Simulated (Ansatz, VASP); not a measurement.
# RbZn in VASP and in Ansatz

```
Rb Zn
1.0
     3.67323    0.00000    0.00000
     0.00000    3.67323    0.00000
     0.00000    0.00000    3.67323
Rb Zn
1 1
Direct
  0.00000 0.00000 0.00000
  0.50000 0.50000 0.50000
```

Change from the starting cell: volume scaled by 0.6, PAW files.

Alike in both runs: task single point; functional r2SCAN; k mesh 9 × 9 × 9; occupations fermi-dirac, width 0.05 eV; no spin polarisation.

```csv
,VASP,Ansatz
version,VASP 6.6.1,Ansatz 0.2.0
potentials or method,"VASP PAW PBE potentials, release 64 (Rb_sv, Zn)","PAW with Ansatz's default frozen-core files, scalar-relativistic"
plane-wave cutoff (eV),520,500
valence electrons in the cell,21,21
```

|  | VASP | Ansatz | Ansatz less VASP |
| --- | --- | --- | --- |
| pressure (GPa) | 11.8 | 11.7 | -0.11 |

Caveats: the PAW data sets were made with another functional, which shifts forces and pressure a little (VASP).
